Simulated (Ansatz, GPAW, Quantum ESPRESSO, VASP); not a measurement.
# One structure in several programs: Sb (R-3m, 2 atoms in the cell)

Self-consistent single point, at a second geometry (lattice scaled by 0.98). First geometry:

```
CELL_PARAMETERS angstrom
      3.89204    -2.11944     0.00000
      3.89204     2.11944     0.00000
      2.73789     0.00000     3.48483
ATOMIC_POSITIONS crystal
  Sb 0.23350 0.23350 0.23350
  Sb 0.76650 0.76650 0.76650
```

Shared settings, as Ansatz (a first-principles code) writes them: kpoints.mp_grid.grid = 8 8 8; scf.occupations.method = fermi_dirac; scf.occupations.width = 0.1 eV. Potentials and cutoffs stand in the table.

```tsv
code	model	ΔF from the first geometry (meV/atom)	pressure (GPa)	largest force (eV/Å)	cutoff
VASP	PBE, VASP's PBE PAW potentials (set 64)	92.9	11.64	0.920	300 eV
Ansatz	PBE, default PAW files	91.1	11.38	0.848	default
GPAW	PBE, GPAW PAW datasets PBE (gpaw-data 1.0.1)	87.2	10.84	0.826	550 eV
Quantum ESPRESSO	PBE, PSlibrary PAW (PBE) pseudopotentials	89.7	11.30	0.897	30 Ry
```

On Ansatz's run: spin-orbit coupling is off.

The spread over the programs that give each value: ΔF from the first geometry within 5.7 meV/atom; pressure within 0.80 GPa; largest force within 0.094 eV/Å.

Ansatz's pressure is given at a fixed set of plane waves, as the other plane-wave codes print theirs; with its correction for the finite basis it is 11.42 GPa.

VASP's run is marked for a possible Pulay error in its stress at this cutoff; no cutoff test was made.

The starting cell has typed, rounded lattice constants, without a prior relaxation at this level. Its lattice was rescaled by a random factor within 2.5 % of one. For this run, on top of that: lattice scaled by 0.98.

Left out of this page: ABINIT, CP2K, Elk, FLEUR and SIESTA (not drawn, or without a comparable value).

Keys are those of Ansatz 0.2.
